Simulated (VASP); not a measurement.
Given:

```
CELL_PARAMETERS angstrom
      3.49743     0.00000     0.00000
      0.00000     3.49743     0.00000
      0.00000     0.00000     3.49743
ATOMIC_POSITIONS crystal
  Y  0.00000 0.00000 0.00000
  Si 0.50000 0.50000 0.50000
```

Calculation: PBEsol GGA with spin-orbit coupling, VASP's PBE PAW potentials (set 64) (plane waves; VASP). Settings: 400 eV cut-off, 9×9×9 Γ-centred mesh, Gaussian smearing of 0.050 eV, potentials Y_sv Si.

Q: Give the energies of bands 9 to 21 at the high-symmetry points, in eV from the Fermi level.

A: 
```tsv
band	Γ	X	M	R
9	-9.70	-7.45	-7.33	-5.05
10	-9.70	-7.45	-7.33	-5.05
11	-1.08	-5.07	-2.46	-3.82
12	-1.08	-5.07	-2.46	-3.82
13	-1.08	-0.22	-2.36	-3.81
14	-1.08	-0.22	-2.36	-3.81
15	1.43	-0.19	-0.95	-3.81
16	1.43	-0.19	-0.95	-3.81
17	1.56	0.09	1.81	3.47
18	1.56	0.09	1.81	3.47
19	1.56	4.41	1.84	3.80
20	1.56	4.41	1.84	3.80
21	3.84	4.81	2.95	3.80
```

It has no gap at this level: it comes out as a metal or semimetal.

The structure was generated: YSi was put into the CsCl type (Pm-3m), which need not be its known phase. It was relaxed first.
